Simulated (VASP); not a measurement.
```
Ga2Gd
1.0
    4.17595     0.00000     0.00000
   -2.08798     3.61648     0.00000
    0.00000     0.00000     4.04893
Gd Ga
1 2
Cartesian
  0.00000   0.00000   0.00000
  2.08798   1.20549   2.02446
  0.00000   2.41099   2.02446
```

Calculation: PBEsol GGA, VASP's PBE PAW potentials (set 64) (plane waves; VASP 6.6.1). Numerical set-up: 480 eV cut-off, 8×8×8 Γ-centred mesh, first-order Methfessel-Paxton smearing of 0.10 eV, potentials Gd_3 Ga_d.

The 4f electrons are frozen in the core of the lanthanide potential, so 4f levels, which can set the real gap, and their magnetism are missing.

Each row applies one change to this cell, which was relaxed at other settings and keeps the small stress of the first row; at a fixed cut-off the stress holds a Pulay part, so it need not integrate to ΔE exactly. Stress is in GPa, positive when the cell is compressed.

| change | ΔE (meV/atom) | σxx | σyy | σzz | largest shear component, with its sign (GPa) | largest force (eV/Å) |
|---|---|---|---|---|---|---|
| none | 0.0 | 0.02 | 0.02 | 0.60 | 0.00 | 0.000 |
| atom 3 (Ga) moved by 0.150 Å along z | 4.7 | 0.34 | 0.34 | 0.36 | 0.00 | 0.320 |
| atom 1 (Gd) moved by 0.100 Å along z | [?] | [?] | [?] | [?] | [?] | [?] |
| atom 2 (Ga) moved by -0.050 Å along x | 4.7 | 0.22 | 0.12 | 0.63 | -0.84 | 0.554 |
| isotropic strain of -3.0 % | [?] | [?] | [?] | [?] | [?] | [?] |

### Question
Some entries are withheld; supply them.

### Answer

- isotropic strain of -3.0 %, ΔE (meV/atom): 52.8
- isotropic strain of -3.0 %, σxx: 11.14
- isotropic strain of -3.0 %, σyy: 11.14
- isotropic strain of -3.0 %, σzz: 7.71
- isotropic strain of -3.0 %, largest shear component, with its sign (GPa): 0.00
- isotropic strain of -3.0 %, largest force (eV/Å): 0.000
- atom 1 (Gd) moved by 0.100 Å along z, ΔE (meV/atom): 7.4
- atom 1 (Gd) moved by 0.100 Å along z, σxx: 0.43
- atom 1 (Gd) moved by 0.100 Å along z, σyy: 0.43
- atom 1 (Gd) moved by 0.100 Å along z, σzz: 0.43
- atom 1 (Gd) moved by 0.100 Å along z, largest shear component, with its sign (GPa): 0.00
- atom 1 (Gd) moved by 0.100 Å along z, largest force (eV/Å): 0.454

Failed runs are left out, and for metals the shear rows, which the mesh's noise covers.

The structure comes from a computed database's GdGa2 entry (P6/mmm); how it stands against other phases isn't given here. The electron count is odd and the run is not spin-polarised, which forces a metal.
